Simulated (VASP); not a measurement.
```xyz
4
Lattice="1.2741 -2.2069 0.0000 1.2741 2.2069 0.0000 0.0000 0.0000 4.2135" Properties=species:S:1:pos:R:3 pbc="T T T"
B      1.2741    -0.7356     2.1075
B      1.2741     0.7356     0.0008
N      1.2741    -0.7356     3.6861
N      1.2741     0.7356     1.5793
```

All values below come from PBE GGA with D3 dispersion (zero damping), VASP's PBE PAW potentials (set 64) (plane waves; VASP 6.6.1). Numerical set-up: 520 eV cut-off, 11×11×6 Γ-centred mesh, tetrahedra with Blöchl corrections, potentials B N.

Task: Estimate the energy per atom (σ→0).

Result: 
```json
{
  "energy per atom (σ→0)": "-8.844 eV/atom"
}
```

The absolute energy has meaning only against runs of the same code, potentials and settings.

The compound is BN in the wurtzite structure, a metastable high-pressure form. It was relaxed first.
